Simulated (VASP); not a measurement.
Data:

```
TiO2
1.0
    4.60612     0.00000     0.00000
    0.00000     4.60612     0.00000
    0.00000     0.00000     2.96367
Ti O
2 4
Direct
  0.00000   0.00000   0.00000
  0.50000   0.50000   0.50000
  0.30430   0.30430   0.00000
  0.80430   0.19570   0.50000
  0.19570   0.80430   0.50000
  0.69570   0.69570   0.00000
```

These are MS2 meta-GGA, VASP's PBE PAW potentials (set 64) (plane waves; VASP) values and carry that method's errors. Numerical set-up: 520 eV cut-off, 6×6×8 Γ-centred mesh, tetrahedra with Blöchl corrections, potentials Ti_sv O.

**Question.** Estimate the energy per atom (σ→0), band gap (over mesh and band path) with the smallest direct gap where there is one.

**Answer.** 
The band gap (over mesh and band path) is 2.19 eV. The smallest direct gap (over mesh and band path) is 2.19 eV and the energy per atom (σ→0) is -12.141 eV/atom.

The absolute energy has meaning only against runs of the same code, potentials and settings.

The compound is TiO2 in the rutile structure. It was relaxed first.
